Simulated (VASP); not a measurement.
LuTiGe, 6 atoms in the cell. The structure is tetragonal, space group P4/nmm (No. 129). The conventional cell has a = 3.973 Å, b = 3.973 Å, c = 7.596 Å, α = 90.00°, β = 90.00°, γ = 90.00°. Around Ti (site symmetry -4m2) lie 4 Ge at 2.61 Å and 4 Ti at 2.81 Å. Lu (site symmetry 4mm) is surrounded by 5 Ge at 2.97 to 3.25 Å and 4 Ti at 3.32 Å. Around Ge (site symmetry 4mm) lie 4 Ti at 2.61 Å and 4 Lu at 2.97 Å. The cell was built by a generator and needn't be a form met in nature.

* Program: VASP 6.6.1
* Task: single point
* Functional: r2SCAN
* Potentials or basis: VASP PAW PBE potentials, release 64 (Ti_sv, Lu, Ge_d)
* Cutoff: 520 eV
* k mesh: 5 × 5 × 3
* Occupations: fermi-dirac, width 0.0958 eV
* Spin: no spin polarisation
* Dipole correction: no
* Further INCAR settings: ALGO = Normal; EDIFF = 1e-06; NBANDS = 60

Potentials or basis: VASP PAW PBE potentials, release 64 (Ti_sv, Lu, Ge_d).

The run is started by

```console
$ cat potpaw_PBE.64/Ti_sv/POTCAR potpaw_PBE.64/Lu/POTCAR potpaw_PBE.64/Ge_d/POTCAR > POTCAR
$ cp INCAR.step1 INCAR
$ mpirun -np 1 vasp_std > vasp.out
$ cp INCAR.step2 INCAR
$ mpirun -np 1 vasp_std > vasp.out
```

Hardware: 1 thread of AMD EPYC 9R45 (Zen 5), with other jobs on the host.

Q: How long does it take, and how much memory?

A: Run time: 3.7 min on 1 thread of AMD EPYC 9R45 (Zen 5), on a shared host, peak memory 0.25 GiB. Counts: scf iterations 12, k points 12.
